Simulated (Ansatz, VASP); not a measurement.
# W (W(100)) in two plane-wave programs

One calculation is typed for both programs; each brings its own data sets. How far apart do they land? The cell is taken from a series of runs on this material, whose earlier steps may have relaxed, scaled, displaced or heated it; both programs get it as it stands. Other levels of theory on this material are compared in a session of their own.

Method: plane waves, with VASP 6.6.1 beside it; single point at r2SCAN, in Ansatz 0.2.0.

## Step 1: Starting point

The cell holds 7 atoms: 7 W. Cell: a = 3.160 Å, b = 3.160 Å, c = 27.480 Å, α = 90.0°, β = 90.0°, γ = 90.0°. Vacuum lies along c.

## Step 2: VASP: single point, r2SCAN

A single point gives forces, pressure and levels at one fixed geometry, so differences don't come from the geometry; what else differs is listed under the comparison.

Lines of VASP's logs that name or quote its potential files are left out, and so is its time.

INCAR reads:

```
SYSTEM = W
PREC = Accurate
ENCUT = 580
EDIFF = 1E-06
NELM = 120
ISMEAR = -1
SIGMA = 0.1
LREAL = .FALSE.
ALGO = Normal
METAGGA = R2SCAN
LASPH = .TRUE.
NBANDS = 28
LORBIT = 11
LWAVE = .FALSE.
LCHARG = .FALSE.
ISIF = 2
LDIPOL = .TRUE.
IDIPOL = 3
DIPOL = 0.5 0.5 0.5
LVHAR = .TRUE.
GGA_COMPAT = .FALSE.
NELMDL = -8
LMIXTAU = .TRUE.
KPAR = 2
```

POSCAR reads:

```
W
1.0
    3.1600000000      0.0000000000      0.0000000000
    0.0000000000      3.1600000000      0.0000000000
    0.0000000000      0.0000000000     27.4800000000
W
7
Direct
    0.0000000000      0.0000000000      0.3275109170
    0.5000000000      0.5000000000      0.3850072780
    0.0000000000      0.0000000000      0.4425036390
    0.5000000000      0.5000000000      0.5000000000
    0.0000000000      0.0000000000      0.5574963610
    0.5000000000      0.5000000000      0.6149927220
    0.0000000000      0.0000000000      0.6724890830
```

KPOINTS reads:

```
Automatic mesh
0
Gamma
13 13 1
0 0 0
```

The projector-augmented-wave data sets are W (PBE family, release 64).

Started as:

```console
$ mpirun -np 2 vasp_std
```

Numbers of over 12 decimals in the logs are rounded to 6 here.

Output:

```text
[banner, memory and clock lines left out]
running    2 mpi-ranks, on    1 nodes
 distrk:  each k-point on    1 cores,    2 groups
 distr:  one band on    1 cores,    1 groups

 POSCAR found type information on POSCAR W
 POSCAR found :  1 types and       7 ions
|                                                                             |
|               ----> ADVICE to this user running VASP <----                  |
|                                                                             |
|     You enforced a specific xc type in the INCAR file but a different       |
|     [... a line on the potential file left out ...]
|     I HOPE YOU KNOW WHAT YOU ARE DOING!                                     |
|                                                                             |

 LDA part: xc-table for (None), standard interpolation
 POSCAR, INCAR and KPOINTS ok, starting setup
 FFT: planning ... GRIDC
 FFT: planning ... GRID_SOFT
 FFT: planning ... GRID
 WAVECAR not read
 entering main loop
       N       E                     dE             d eps       ncg     rms          rms(c)
DAV:   1    -0.317665264442E+02   -0.31767E+02   -0.17308E+04  1568   0.133E+03
DAV:   2    -0.326110613421E+03   -0.29434E+03   -0.28061E+03  2228   0.285E+02
DAV:   3    -0.355101050179E+03   -0.28990E+02   -0.27888E+02  1988   0.837E+01
DAV:   4    -0.357191792112E+03   -0.20907E+01   -0.20107E+01  2596   0.191E+01
DAV:   5    -0.357272756660E+03   -0.80965E-01   -0.79435E-01  2460   0.353E+00
DAV:   6    -0.357277082955E+03   -0.43263E-02   -0.42599E-02  2768   0.600E-01
DAV:   7    -0.357277400488E+03   -0.31753E-03   -0.31217E-03  2508   0.118E-01
DAV:   8    -0.357277435903E+03   -0.35415E-04   -0.34726E-04  2640   0.264E-02    0.427E+01
DAV:   9    -0.369549887424E+03   -0.12272E+02   -0.81964E+01  2604   0.308E+01    0.273E+01
DAV:  10    -0.392041950115E+03   -0.22492E+02   -0.49128E+02  2892   0.919E+01    0.218E+01
DAV:  11    -0.359840128763E+03    0.32202E+02   -0.19974E+02  2796   0.603E+01    0.148E+01
DAV:  12    -0.357316043299E+03    0.25241E+01   -0.25356E+01  2648   0.248E+01    0.790E+00
DAV:  13    -0.356688174369E+03    0.62787E+00   -0.45721E+00  2628   0.870E+00    0.463E+00
DAV:  14    -0.356618007454E+03    0.70167E-01   -0.36077E-01  2504   0.283E+00    0.351E+00
[...]
DAV:  70    -0.354490638890E+03   -0.70747E-04   -0.96056E-05  2128   0.437E-02    0.140E-02
DAV:  71    -0.354490416404E+03    0.22249E-03   -0.45303E-04  1576   0.162E-01    0.121E-02
DAV:  72    -0.354490796249E+03   -0.37985E-03   -0.28520E-04  1592   0.124E-01    0.112E-02
DAV:  73    -0.354489715840E+03    0.10804E-02   -0.78904E-05  1748   0.463E-02    0.105E-02
DAV:  74    -0.354490077729E+03   -0.36189E-03   -0.38302E-05  1696   0.376E-02    0.757E-03
DAV:  75    -0.354489821671E+03    0.25606E-03   -0.79185E-06  1580   0.145E-02    0.759E-03
DAV:  76    -0.354489620902E+03    0.20077E-03   -0.16387E-05  1596   0.330E-02    0.763E-03
DAV:  77    -0.354489621729E+03   -0.82679E-06   -0.37734E-07  1388   0.289E-03
   1 F= -.35448962E+03 E0= -.35438746E+03  d E =-.204314E+00
```

From OUTCAR (step 2):

```text
ion  position               nearest neighbor table
   1  0.000  0.000  0.328-   2 2.74   2 2.74   2 2.74   2 2.74   3 3.16
   2  0.500  0.500  0.385-   3 2.74   3 2.74   3 2.74   3 2.74   1 2.74   1 2.74   1 2.74   1 2.74
                             4 3.16
   3  0.000  0.000  0.443-   2 2.74   4 2.74   2 2.74   4 2.74   2 2.74   4 2.74   2 2.74   4 2.74
                             5 3.16   1 3.16
   4  0.500  0.500  0.500-   3 2.74   5 2.74   3 2.74   5 2.74   3 2.74   5 2.74   3 2.74   5 2.74
                             2 3.16   6 3.16
   5  0.000  0.000  0.557-   4 2.74   6 2.74   4 2.74   6 2.74   4 2.74   6 2.74   4 2.74   6 2.74
                             3 3.16   7 3.16
   6  0.500  0.500  0.615-   5 2.74   5 2.74   5 2.74   5 2.74   7 2.74   7 2.74   7 2.74   7 2.74
                             4 3.16
   7  0.000  0.000  0.672-   6 2.74   6 2.74   6 2.74   6 2.74   5 3.16

  LATTYP: Found a simple tetragonal cell.
 ALAT       =     3.1600000000
 C/A-ratio  =     8.6962025316

 Subroutine GETGRP returns: Found 16 space group operations
 (whereof 16 operations were pure point group operations)

The static configuration has the point symmetry D_4h.

 Found     28 irreducible k-points:

   k-points           NKPTS =     28   k-points in BZ     NKDIM =     28   number of bands    NBANDS=     28

   dimension x,y,z NGX =    28 NGY =   28 NGZ =  216
   dimension x,y,z NGXF=    56 NGYF=   56 NGZF=  432

   ENCUT  =  580.0 eV  42.63 Ry    6.53 a.u.   6.21  6.21 53.96*2*pi/ulx,y,z

   NELECT =      42.0000    total number of electrons

 k-points in reciprocal lattice and weights: Automatic mesh
   0.00000000  0.00000000  0.00000000       0.006
   0.07692308  0.00000000  0.00000000       0.024
   0.15384615  0.00000000  0.00000000       0.024
   0.23076923  0.00000000  0.00000000       0.024
   0.30769231  0.00000000  0.00000000       0.024
   0.38461538  0.00000000  0.00000000       0.024
   0.46153846  0.00000000  0.00000000       0.024
   0.07692308  0.07692308  0.00000000       0.024
   0.15384615  0.07692308  0.00000000       0.047
[...]
0.46153846  0.38461538  0.00000000       0.047
   0.46153846  0.46153846  0.00000000       0.024

 dipolmoment           0.000000      0.000000     -0.000000 electrons x Angstroem

 average (electrostatic) potential at core
       1 -50.6043       2 -50.5028       3 -50.6555       4 -50.4905       5 -50.6555
       6 -50.5028       7 -50.6043

 E-fermi :   0.6051

 k-point     1 :       0.0000    0.0000    0.0000
  band No.  band energies     occupation
    ...
     20       0.2701      1.93219
     21       0.3334      1.87606
     22       0.3828      1.80458
     23       0.5846      1.10214
     24       0.5846      1.10214
     25       1.2801      0.00234
     26       1.4380      0.00048
     27       1.7455      0.00002
     28       1.7455      0.00002

 k-point     2 :       0.0769    0.0000    0.0000
  band No.  band energies     occupation
    ...
     19       0.0214      1.99418
     20       0.2844      1.92218
     21       0.3464      1.86005
     22       0.3876      1.79590
     23       0.5605      1.21929
     24       0.9585      0.05673
     25       1.3686      0.00097
     26       1.4747      0.00033
     27       1.6338      0.00007
     28       1.8589      0.00001

 k-point     3 :       0.1538    0.0000    0.0000
  band No.  band energies     occupation
    ...
     18      -0.1506      1.99896
     19      -0.0979      1.99823
     20       0.3171      1.89370
     21       0.4199      1.72874
     22       0.7015      0.55205
     23       0.7770      0.30384
     24       1.4137      0.00062
     25       1.4438      0.00046
     26       1.6137      0.00008
     27       1.6812      0.00004
    ...

  Total      -10.2234279    -10.2234279     -7.7200763      0.0000000      0.0000000     -0.0000000
  in kB      -59.6920136    -59.6920136    -45.0755756      0.0000000      0.0000000     -0.0000000
  external PRESSURE =     -54.8198676 kB  Pullay stress =       0.0000000 kB

  energy-cutoff  :      580.00
  volume of cell :      274.40
      direct lattice vectors                 reciprocal lattice vectors
     3.160000000  0.000000000  0.000000000     0.316455696  0.000000000  0.000000000
     0.000000000  3.160000000  0.000000000     0.000000000  0.316455696  0.000000000
     0.000000000  0.000000000 27.480000000     0.000000000  0.000000000  0.036390102

 POSITION                                       TOTAL-FORCE (eV/Angst)
 -----------------------------------------------------------------------------------
      0.00000      0.00000      9.00000         0.000000      0.000000      2.027975
      1.58000      1.58000     10.58000        -0.000000     -0.000000     -1.840521
      0.00000      0.00000     12.16000         0.000000     -0.000000      0.024892
      1.58000      1.58000     13.74000        -0.000000     -0.000000      0.000000
      0.00000      0.00000     15.32000        -0.000000     -0.000000     -0.024892
      1.58000      1.58000     16.90000        -0.000000     -0.000000      1.840521
      0.00000      0.00000     18.48000         0.000000      0.000000     -2.027975
 -----------------------------------------------------------------------------------
    total drift:                               -0.000000     -0.000000      0.000000

  FREE ENERGIE OF THE ION-ELECTRON SYSTEM (eV)
  ---------------------------------------------------
  free  energy   TOTEN  =      -354.4896217292 eV

  energy  without entropy=     -354.2853078753  energy(sigma->0) =     -354.38746480

 vacuum level on the upper side and lower side of the slab         4.836         4.836

 total charge
# of ion       s       p       d       tot
------------------------------------------
    1        0.596   0.396   4.004   4.996
    2        0.657   0.703   4.151   5.511
    3        0.655   0.734   4.153   5.542
    4        0.651   0.735   4.184   5.571
    5        0.655   0.734   4.153   5.542
    6        0.657   0.703   4.151   5.511
    7        0.596   0.396   4.004   4.996
--------------------------------------------------
tot          4.469   4.398  28.801  37.668

[... 3 further parts left out ...]
```

## Step 3: Ansatz: single point, r2SCAN

Ansatz runs on its default PAW (the set named soft_2) files.

The same cell, functional, mesh and smearing now go to Ansatz, which takes its cutoff from its data sets.

input.yaml reads:

```yaml
crystal:
  lattice:
    - [3.16, 0.0, 0.0]
    - [0.0, 3.16, 0.0]
    - [0.0, 0.0, 27.48]
  atoms:
    - { symbol: W, position: [0.0, 0.0, 0.327510917] }
    - { symbol: W, position: [0.5, 0.5, 0.385007278] }
    - { symbol: W, position: [0.0, 0.0, 0.442503639] }
    - { symbol: W, position: [0.5, 0.5, 0.5] }
    - { symbol: W, position: [0.0, 0.0, 0.557496361] }
    - { symbol: W, position: [0.5, 0.5, 0.614992722] }
    - { symbol: W, position: [0.0, 0.0, 0.672489083] }
kpoints:
  mp_grid: { grid: [13, 13, 1] }
hamiltonian:
  xc: r2scan
scf:
  occupations: { method: fermi_dirac, width: 0.1 }
  convergence: { dr2_threshold: 1.0e-09 }
efield:
  axis: 3
  dipole_correction: true
  ramp_position: 0.97
  ramp_width: 0.06
output:
  write_potential: true
  write_density: true
  volumetric_format: npy
```

Started as:

```console
$ ansatz run input.yaml --threads 2 --pin off --max-ram 3072MiB --backend cpu --events-out ev --progress --plain --runs-dir out
```

Output:

```text
Engine: ansatz 0.2.0, aarch64-unknown-linux-gnu
Pseudopotentials: kind: paw
Pseudopotential: W, paw, valence charge 14, recommended cutoff 500 eV (meta_gga), W.paw.azcp
Functional definition: r2SCAN
  parameter k0 = 0.174
  parameter k1 = 0.065
  parameter a1 = 4.9479
  exchange = r2scan_x(k0 = k0, k1 = k1, a1 = a1)
  correlation = r2scan_c
Crystal: 7 atoms, lattice volume = 274.404 Å³
Basis set: ecut = 500 eV, 6921 PW (Γ), exchange–correlation on 96×96×864 points (64 copies of the dense FFT grid, shifted against one another)
Bands: 59, of which v1, the nominal top of the filled ones, is band 49 counted from 1 (48 counted from 0)
Symmetry: 8 space group operations
k-points: 28 of 169
Non-local potential: W, projectors of the file, l = 0: 3, l = 1: 2, l = 2: 2, l = 3: 1
PAW form: soft (Blöchl's): semilocal exchange-correlation on the pseudo side does not see the compensation charge
PAW frozen core: W, regenerated for the run's functional (the file was generated under x = pbe(κ = 0.804, μ = 0.219515), c = pbe(β = 0.066725))
PAW one-centre angular grid: W, 590 points (default); XC on 160 Gauss nodes
Initial density: superposition of atomic densities (neutral atoms: chi_scale 0, normalization atom), corrected by the library's trained network
Initial wavefunctions: pseudopotential atomic-orbital guess
Functional: x = r2scan, c = r2scan; τ floored in thin density (d = 2e-4 eV/Å³)
SCF iter   1: F=—  HF=-72775.293538 eV  |F-HF|=—  |Δ(HF+E_count)|=         —  Δρ=7.10e-3  dr2=5.57e-1  dr2_τ=3.37e-1  ethr=1.77e-3  p=0.000 e·Å  D=1.19e-13 V/Å  ΔV_dip=-0.00 eV  dr2_dipole=1.60e-6  V_vac-E_F(+/−)=4.44/4.44 eV  ⟨swp⟩=8.5  Hψ=7757  notcnv=0
efield: sawtooth ramp at fractional position 0.9700 (set: `efield.ramp_position`, or a place that a band, a saddle search or an elastic batch's reference lends), width 0.0600; the density the first Hamiltonian is built on has a dipole p = 0.000 e·Å; the dipole correction subtracts the counter field D = 1.19e-13 V/Å, which shifts the + side's vacuum level by -0.00 eV against the − side's; the planar-averaged density in the ramp window peaks in size at 1.6e-5 e/Å³
preconditioner: auto → LDOS  [metal: Δε(μ)=0.019 eV  Ē_g=4.798 eV  σ=0.100 eV  W_gap=0.05  n_scr=64 (ndim 8)  ℏωp=14.5 eV  f_vac=0.520  D(μ)=6.08/eV (n_scr^D=28)  β→1.0]
SCF iter   2: F=—  HF=-72775.363197 eV  |F-HF|=—  |Δ(HF+E_count)|=   6.97e-2  Δρ=5.05e-3  dr2=1.95e-1  dr2_τ=2.04e-2  ethr=5.69e-4  p=-0.000 e·Å  D=-9.91e-6 V/Å  ΔV_dip=0.00 eV  dr2_dipole=1.79e-6  V_vac-E_F(+/−)=4.14/4.14 eV  ⟨swp⟩=3.2  Hψ=2845  notcnv=0
SCF iter   3: F=—  HF=-72775.353331 eV  |F-HF|=—  |Δ(HF+E_count)|=   9.87e-3  Δρ=2.06e-3  dr2=2.74e-2  dr2_τ=4.23e-3  ethr=1.99e-4  p=-0.000 e·Å  D=-6.23e-6 V/Å  ΔV_dip=0.00 eV  dr2_dipole=2.04e-7  V_vac-E_F(+/−)=4.20/4.20 eV  ⟨swp⟩=2.3  Hψ=2558  notcnv=0
SCF iter   4: F=—  HF=-72775.351961 eV  |F-HF|=—  |Δ(HF+E_count)|=   1.37e-3  Δρ=5.08e-4  dr2=9.59e-4  dr2_τ=1.39e-4  ethr=2.79e-5  p=-0.000 e·Å  D=-2.69e-6 V/Å  ΔV_dip=0.00 eV  dr2_dipole=1.78e-8  V_vac-E_F(+/−)=4.19/4.19 eV  ⟨swp⟩=2.5  Hψ=2293  notcnv=0
SCF iter   5: F=—  HF=-72775.352473 eV  |F-HF|=—  |Δ(HF+E_count)|=   5.13e-4  Δρ=2.20e-4  dr2=1.43e-4  dr2_τ=1.22e-5  ethr=9.79e-7  p=-0.000 e·Å  D=-2.30e-6 V/Å  ΔV_dip=0.00 eV  dr2_dipole=1.39e-9  V_vac-E_F(+/−)=4.17/4.17 eV  ⟨swp⟩=3.4  Hψ=3159  notcnv=0
SCF iter   6: F=—  HF=-72775.352665 eV  |F-HF|=—  |Δ(HF+E_count)|=   1.92e-4  Δρ=7.79e-5  dr2=1.75e-5  dr2_τ=2.64e-6  ethr=1.46e-7  p=-0.000 e·Å  D=-1.22e-6 V/Å  ΔV_dip=0.00 eV  dr2_dipole=1.92e-12  V_vac-E_F(+/−)=4.17/4.17 eV  ⟨swp⟩=3.2  Hψ=3252  notcnv=0
SCF iter   7: F=—  HF=-72775.352695 eV  |F-HF|=—  |Δ(HF+E_count)|=   2.96e-5  Δρ=2.98e-5  dr2=3.22e-6  dr2_τ=3.50e-7  ethr=1.79e-8  p=-0.000 e·Å  D=-5.06e-7 V/Å  ΔV_dip=0.00 eV  dr2_dipole=9.50e-12  V_vac-E_F(+/−)=4.17/4.17 eV  ⟨swp⟩=2.7  Hψ=2541  notcnv=0
SCF iter   8: F=—  HF=-72775.353031 eV  |F-HF|=—  |Δ(HF+E_count)|=   3.36e-4  Δρ=1.11e-5  dr2=6.41e-7  dr2_τ=6.47e-8  ethr=3.28e-9  p=-0.000 e·Å  D=-1.96e-7 V/Å  ΔV_dip=0.00 eV  dr2_dipole=1.64e-11  V_vac-E_F(+/−)=4.17/4.17 eV  ⟨swp⟩=3.2  Hψ=3158  notcnv=0
SCF iter   9: F=—  HF=-72775.353031 eV  |F-HF|=—  |Δ(HF+E_count)|=   2.56e-7  Δρ=3.08e-6  dr2=7.92e-8  dr2_τ=1.91e-9  ethr=6.54e-10  p=-0.000 e·Å  D=-7.59e-8 V/Å  ΔV_dip=0.00 eV  dr2_dipole=1.70e-12  V_vac-E_F(+/−)=4.17/4.17 eV  ⟨swp⟩=2.6  Hψ=2741  notcnv=0
SCF iter  10: F=—  HF=-72775.353031 eV  |F-HF|=—  |Δ(HF+E_count)|=   4.20e-8  Δρ=1.42e-6  dr2=1.93e-8  dr2_τ=7.49e-10  ethr=8.09e-11  p=-0.000 e·Å  D=-2.36e-8 V/Å  ΔV_dip=0.00 eV  dr2_dipole=4.41e-14  V_vac-E_F(+/−)=4.17/4.17 eV  ⟨swp⟩=3.0  Hψ=2885  notcnv=0
SCF iter  11: F=—  HF=-72775.353031 eV  |F-HF|=—  |Δ(HF+E_count)|=   2.65e-9  Δρ=6.92e-7  dr2=2.45e-9  dr2_τ=3.78e-10  ethr=1.97e-11  p=-0.000 e·Å  D=-2.52e-9 V/Å  ΔV_dip=0.00 eV  dr2_dipole=2.78e-15  V_vac-E_F(+/−)=4.17/4.17 eV  ⟨swp⟩=2.8  Hψ=2973  notcnv=0
SCF iter  12: F=-72775.353031 eV  HF=-72775.353031 eV  |F-HF|=3.78e-10  |Δ(HF+E_count)|=  6.26e-10  Δρ=3.62e-7  dr2=8.92e-10  dr2_τ=1.66e-10  ethr=1.02e-12  p=-0.000 e·Å  D=-9.88e-10 V/Å  ΔV_dip=0.00 eV  dr2_dipole=1.55e-14  V_vac-E_F(+/−)=4.17/4.17 eV  ⟨swp⟩=5.5  Hψ=4548  notcnv=0
SCF 1 converged in 12 iterations: F = -72775.353031 eV  dr2 = 8.92e-10
  greatest PAW one-centre occupation: 0.999 electrons in one spin orbital (limit 2), on the W atom at site 0 (counted from 0), in its partial waves of l = 0
WARN: The output density's exchange-correlation potential varies sharply where the density is thin. Do not read a vacuum level from v_tot or v_xc, or from such a field of the output density. On a cell that repeats whose density bears no net charge and no dipole along the vacuum's axis use v_es (v_loc + v_h of the components); under efield.dipole_correction with no amplitude use v_es + v_field, which holds any externa [...]
SCF converged after 12 iterations
Free energy (F): -72775.353031 eV
Harris-Foulkes:  -72775.353031 eV  (|F-HF|=3.78e-10)
Internal energy: -72775.148710 eV  (E = F + TS)
E sigma→0 (E₀):  -72775.250870 eV
Entropy (-TS):   -0.204321 eV (-29.189 meV/atom)
Fermi energy:    6.645748 eV
Dipole field:    D = 0.000000 V/Å  (p = 0.000000 e·Å, saw-weighted, corrected)
Work function:   Φ+ = 4.1671 eV   Φ− = 4.1671 eV
Levels:          The Fermi level and band energies are counted from a zero that moves with the ramp; work functions are not
--- Per-component energies (eV) ---
  E_band       = -2195.667500
  E_kinetic    = 3141.993123
  E_local      = -147093.540475  (includes V_loc(G=0)·N_el)
  E_nonlocal   = 13.509646
  E_hartree    = 72194.665982
  E_xc         = -1734.865207
  E_vxc        = -1808.250539  (∫ρ·V_xc dr)
  E_paw        = -60152.553291  (= ΣΔE_a)
  E_vpaw       = -932.810568  (= ΣTr[D̂ρ^β])
  E_aug_tail   = -0.000368  (compensation charges beyond the density's cutoff)
  E_vtau       = 94.093103  (kinetic-family band-sum trace: ∫τ·v_τ [+ j·A + Jᵃ·Aᵃ] dr)
  E_efield     = 0.000000  (sawtooth field / dipole correction)
  E_vefield    = 0.000000  (∫n·V_field dr)
  E_ewald      = 60859.757521
  E_core_change = -4.115642  (= ΣΔE_core)
  E_smearing   = -0.204321  (= −TS)
  E_closure    = 0.000000  (closes the sum)
  Σ components = -72775.353031   (vs F -72775.353031, Δ=0.00e0)
--- Band table (eV; the first three rows and the last of 28) ---
  k-point 0: bands = [... 45 lower, 5.9492, 5.9492, 6.3241, 6.3884, 6.4381, 6.6318, 6.6318, 7.3291, ... 6 higher]
  k-point 1: bands = [... 45 lower, 6.0466, 6.0667, 6.3264, 6.3948, 6.4389, 6.6123, 7.0064, 7.4198, ... 6 higher]
  k-point 2: bands = [... 45 lower, 5.8947, 5.9489, 6.3664, 6.4690, 6.7455, 6.8206, 7.4673, 7.4856, ... 6 higher]
  k-point 27: bands = [... 45 lower, 6.1122, 6.1559, 8.4954, 8.5005, 8.6092, 8.6340, 8.7635, 8.8128, ... 6 higher]
```

Reading the cycles: dr2 is the Hartree energy of the density residual (eV), the measure of convergence; HF is the Harris–Foulkes estimate of the energy, which meets the free energy F at convergence.

## Step 4: Comparison

Known differences besides the potentials themselves: VASP keeps PBE cores, Ansatz makes them for the functional; the data sets hold 98 valence electrons in Ansatz (on its default PAW (the set named soft_2) files) and 42 in VASP; the cutoff is 500 eV in Ansatz and 580 eV in VASP. Total energies have different zeros and are not compared.

Compared:

```csv
quantity,Ansatz,VASP,difference
"work function, lower of the two faces (eV)",4.17,4.23,-0.06
"work function, higher of the two faces (eV)",4.17,4.23,-0.06
```

With vacuum in the cell, a pressure given here is an average over mostly empty space and none of the material.

## Step 5: Outcome

```json
{
 "difference in work function, lower of the two faces (single point, r2SCAN)": "-0.064 eV"
}
```

In words: The difference in work function, lower of the two faces is -0.064 eV (single point, r2SCAN). The data sets hold unlike numbers of valence electrons (98 in Ansatz and 42 in VASP), so part of the differences comes from the potentials. 4 further runs of this series are not shown here. Such differences can come from data sets, numerical settings and the points named under the comparisons, not from the functional's error against experiment.

[Lines on the potential files, build, host, timing and source positions are cut from VASP's logs without a mark.]

[Logs are printed without paths, hosts, clocks, repeated set-up lines and the standing remarks that a program may print on its own settings, such as how far it seeks lower states.]

[Hosts, paths, dates, database ids (printed as entryN), source tags and the programs' standing remarks are cut or masked in the printed files.]
